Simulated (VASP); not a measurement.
Consider the following.

```
KTaO3
1.0
    4.09509     0.00000     0.00000
    0.00000     4.09509     0.00000
    0.00000     0.00000     4.09509
K Ta O
1 1 3
Direct
  0.00000   0.00000   0.00000
  0.50000   0.50000   0.50000
  0.50000   0.00000   0.50000
  0.00000   0.50000   0.50000
  0.50000   0.50000   0.00000
```

The numbers are results of optB88-vdW, VASP's PBE PAW potentials (set 64) (plane waves; VASP 6.6.1), not measurements. Run with 520 eV cut-off, 6×6×6 Γ-centred mesh, Gaussian smearing of 0.050 eV, potentials K_sv Ta_pv O.

Q: Give the stress tensor in GPa (positive for a compressed cell).

A: 
```
-10.04    0.00    0.00
  0.00  -10.04    0.00
  0.00    0.00  -10.04
```
The pressure is its mean diagonal, -10.04 GPa.

The compound is KTaO3 in the cubic perovskite structure. This cell is one point of a volume scan, at 1.06 of the reference volume.
